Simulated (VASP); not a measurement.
Here is the system:

```
CELL_PARAMETERS angstrom
      0.00000     2.69023     2.75038
      2.71339     0.00000     2.75038
      2.71339     2.69023     0.00000
ATOMIC_POSITIONS crystal
  Si 0.25000 0.25000 0.25000
  Si 0.75000 0.75000 0.75000
  Ni 0.98768 0.01232 0.01232
```

These are PBE GGA, VASP's PBE PAW potentials (set 64) (plane waves; VASP 6.6.1) values and carry that method's errors. Settings: 400 eV cut-off, 9×9×9 Γ-centred mesh, first-order Methfessel-Paxton smearing of 0.050 eV, potentials Si Ni.

Which forces act on the atoms, in eV/Å?

```csv
atom,Fx,Fy,Fz
Si1,0.318,0.000,0.000
Si2,0.318,0.000,0.000
Ni3,-0.635,0.000,0.000
```

Give the stress tensor in GPa (positive for a compressed cell).

```
1.34  0.00  0.00
0.00  2.09  0.00
0.00  0.00  0.50
```
The pressure is its mean diagonal, 1.31 GPa.

The compound is NiSi2 in the fluorite structure. The cell was not relaxed at this level, atoms are displaced from their ideal sites. The run is one of a series of settings (SIGMA = 0.05 against the base run), some of them coarse on purpose. The run is not spin-polarised, so no magnetic state was tried.
